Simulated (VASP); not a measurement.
Method: PBE GGA, VASP's PBE PAW potentials (set 64) (plane waves; VASP 6.6.1).

The input files of a VASP run:

File KPOINTS:
```
Automatic mesh
0
Gamma
7 7 4
0 0 0
```

### POSCAR
```
BN
1
    1.3005000000    -2.2525320000     0.0000000000
    1.3005000000     2.2525320000     0.0000000000
    0.0000000000     0.0000000000     4.3044000000
B N
2 2
Direct
  0.6666670000   0.3333330000   0.5000000000
  0.3333330000   0.6666670000   0.0000000000
  0.6666670000   0.3333330000   0.8750000000
  0.3333330000   0.6666670000   0.3750000000
```

### INCAR
```
SYSTEM = BN
PREC = Accurate; ENCUT = 520; LREAL = .FALSE.
LASPH = .TRUE.
EDIFF = 1E-6; NELM = 100; ALGO = Normal
ISMEAR = 0; SIGMA = 0.05
GGA = PE
ISIF = 2
LWAVE = .FALSE.; LCHARG = .FALSE.
```

POTCAR, in this order: B N (PBE.64 set). Program: vasp_std.

The run wrote:

### OUTCAR
```
 ion  position               nearest neighbor table
   1  0.667  0.333  0.500-   4 1.60   4 1.60   4 1.60   3 1.61
   2  0.333  0.667  0.000-   3 1.60   3 1.60   3 1.60   4 1.61
   3  0.667  0.333  0.875-   2 1.60   2 1.60   2 1.60   1 1.61
   4  0.333  0.667  0.375-   1 1.60   1 1.60   1 1.60   2 1.61
  LATTYP: Found a hexagonal cell.
 ALAT       =     2.6009999348
 C/A-ratio  =     1.6549020022
 Subroutine PRICEL returns:
 Original cell was already a primitive cell.
 Subroutine GETGRP returns: Found 12 space group operations
The static configuration has the point symmetry C_3v.
 The point group associated with its full space group is C_6v.
The dynamic configuration has the point symmetry C_3v.
 Subroutine INISYM returns: Found 12 space group operations
 Subroutine IBZKPT returns following result:
 Found     24 irreducible k-points:

 Following reciprocal coordinates:
            Coordinates               Weight
  0.000000  0.000000  0.000000      1.000000
  0.142857 -0.000000  0.000000      6.000000
  0.285714  0.000000  0.000000      6.000000
  0.428571  0.000000  0.000000      6.000000
  0.142857  0.142857  0.000000      6.000000
  0.285714  0.142857  0.000000     12.000000
  0.428571  0.142857  0.000000      6.000000
  0.285714  0.285714  0.000000      6.000000
  0.000000  0.000000  0.250000      2.000000
  0.142857 -0.000000  0.250000     12.000000
  0.285714  0.000000  0.250000     12.000000
  0.428571  0.000000  0.250000     12.000000
  0.142857  0.142857  0.250000     12.000000
  0.285714  0.142857  0.250000     24.000000
  0.428571  0.142857  0.250000     12.000000
  0.285714  0.285714  0.250000     12.000000
  0.000000  0.000000  0.500000      1.000000
  0.142857 -0.000000  0.500000      6.000000
  0.285714  0.000000  0.500000      6.000000
  0.428571  0.000000  0.500000      6.000000
...
```

### OSZICAR
```
       N       E                     dE             d eps       ncg     rms          rms(c)
DAV:   1     0.494319453526E+02    0.49432E+02   -0.87913E+03   576   0.129E+03
DAV:   2    -0.337798954185E+02   -0.83212E+02   -0.79186E+02   824   0.267E+02
DAV:   3    -0.364926283127E+02   -0.27127E+01   -0.27023E+01   764   0.490E+01
DAV:   4    -0.365089580652E+02   -0.16330E-01   -0.16323E-01   728   0.398E+00
DAV:   5    -0.365091583439E+02   -0.20028E-03   -0.20023E-03   744   0.428E-01    0.900E+00
DAV:   6    -0.348840550434E+02    0.16251E+01   -0.48515E+00   716   0.179E+01    0.425E+00
DAV:   7    -0.347805267852E+02    0.10353E+00   -0.18465E-01   676   0.426E+00    0.261E+00
DAV:   8    -0.347552944788E+02    0.25232E-01   -0.69044E-02   632   0.241E+00    0.221E-01
DAV:   9    -0.347544143191E+02    0.88016E-03   -0.21140E-03   736   0.476E-01    0.110E-01
DAV:  10    -0.347546673414E+02   -0.25302E-03   -0.46306E-04   688   0.206E-01    0.281E-02
DAV:  11    -0.347546729337E+02   -0.55923E-05   -0.82139E-05   724   0.776E-02    0.131E-02
DAV:  12    -0.347546740305E+02   -0.10968E-05   -0.10900E-05   720   0.324E-02    0.234E-03
DAV:  13    -0.347546742078E+02   -0.17725E-06   -0.28519E-07   396   0.609E-03
   1 F= -.34754674E+02 E0= -.34754674E+02  d E =-.115354E-12
```

File OUTCAR:
```
------------------------ aborting loop because EDIFF is reached ----------------------------------------
  FORCE on cell =-STRESS in cart. coord.  units (eV):
  Direction    XX          YY          ZZ          XY          YZ          ZX
  --------------------------------------------------------------------------------------
  Total       -2.8388437     -2.8388435     -2.9649160      0.0000000      0.0000000      0.0000000
  in kB     -180.3549736   -180.3549616   -188.3644867      0.0000000      0.0000000      0.0000000
  external PRESSURE =    -183.0248073 kB  Pullay stress =       0.0000000 kB
  volume of cell :       25.22
      direct lattice vectors                 reciprocal lattice vectors
     1.300500000 -2.252532000  0.000000000     0.384467512 -0.221972429  0.000000000
     1.300500000  2.252532000  0.000000000     0.384467512  0.221972429  0.000000000
     0.000000000  0.000000000  4.304400000     0.000000000  0.000000000  0.232320416
  FREE ENERGIE OF THE ION-ELECTRON SYSTEM (eV)
  ---------------------------------------------------
  free  energy   TOTEN  =       -34.7546742078 eV

  energy  without entropy=      -34.7546742078  energy(sigma->0) =      -34.75467421
```
(Selected blocks of OUTCAR.)

The compound is BN in the wurtzite structure, a metastable high-pressure form. The cell was not relaxed at this level.
